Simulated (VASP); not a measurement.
Here is the system:

```
Al2Pt
1.0
    0.00000     2.86891     2.86891
    2.86891     0.00000     2.86891
    2.86891     2.86891     0.00000
Al Pt
2 1
Direct
  0.25000   0.25000   0.25000
  0.75000   0.75000   0.75000
  0.00000   0.00000   0.00000
```

Calculation: LDA (Ceperley-Alder, Perdew-Zunger), VASP's LDA PAW potentials (set 64) (plane waves; VASP 6.6.1). Settings: 520 eV cut-off, 9×9×9 Γ-centred mesh, first-order Methfessel-Paxton smearing of 0.10 eV, potentials Al Pt.

Unless said otherwise, spin-orbit coupling is left out, though it shifts the bands of the heavy elements here.

Problem. What does the run give for the energy per atom (σ→0), pressure, band gap (on the k-mesh) with the smallest direct gap where there is one?

Solution. 
- band gap (on the k-mesh) = none (metal, semimetal or under 0.01 eV)
- energy per atom (σ→0) = -6.172 eV/atom
- pressure = 10.42 GPa

The absolute energy has meaning only against runs of the same code, potentials and settings.

The compound is PtAl2 in the fluorite structure. This cell is one point of a volume scan, at 0.94 of the reference volume.
